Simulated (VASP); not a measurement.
An input for Ansatz (written as the equivalent of a VASP run, and not itself run):

Ansatz 0.2 input:
```yaml
crystal:
  lattice:
    - [3.4347410, 0.0000000, 0.0000000]
    - [-1.7173710, 2.9745730, 0.0000000]
    - [0.0000000, 0.0000000, 16.7926240]
  atoms:
    - { symbol: Pt, position: [-0.0163640, -0.0006050, 0.4998460] }
    - { symbol: S, position: [0.3376070, 0.6582500, 0.5818240] }
    - { symbol: S, position: [0.6787570, 0.3423550, 0.4183300] }
kpoints:
  mp_grid: { grid: [8, 8, 1] }
hamiltonian:
  xc: pbe
  pseudopotentials: { kind: paw }
scf:
  occupations: { method: gaussian, width: 0.272 }
  max_iter: 100
output: { forces: true, stress: true, eigenvalues: true }
```

Translate this input to VASP (INCAR, KPOINTS, POSCAR, choice of POTCAR).

Several could match; the one computed here: 
**POSCAR**
```
PtS2
1
    3.4347410000     0.0000000000     0.0000000000
   -1.7173710000     2.9745730000     0.0000000000
    0.0000000000     0.0000000000    16.7926240000
Pt S
1 2
Direct
 -0.0163640000  -0.0006050000   0.4998460000
  0.3376070000   0.6582500000   0.5818240000
  0.6787570000   0.3423550000   0.4183300000
```

**INCAR**
```
SYSTEM=PtS2
PREC=Accurate; ENCUT=300; LREAL=.False.
LASPH=.True.
EDIFF=1E-6; NELM=100; ALGO=Normal
LMAXMIX=6
ISMEAR=0; SIGMA=0.272
GGA=PE
ISIF=2
LWAVE=.False.; LCHARG=.False.
```

File KPOINTS:
```
Automatic mesh
0
gamma
 8 8 1
```

POTCAR, in this order: Pt S (PBE.64 set). Program: vasp_std.

What does not carry over: each code has its own PAW files, so the cut-off isn't converted (ENCUT is set for VASP's; basis.ecutwfc is left out, and Ansatz then takes the one that its files recommend); Ansatz stops its SCF on the density residual and VASP on the energy change (EDIFF).

The cell is a sheet with vacuum, built from a generated structure.
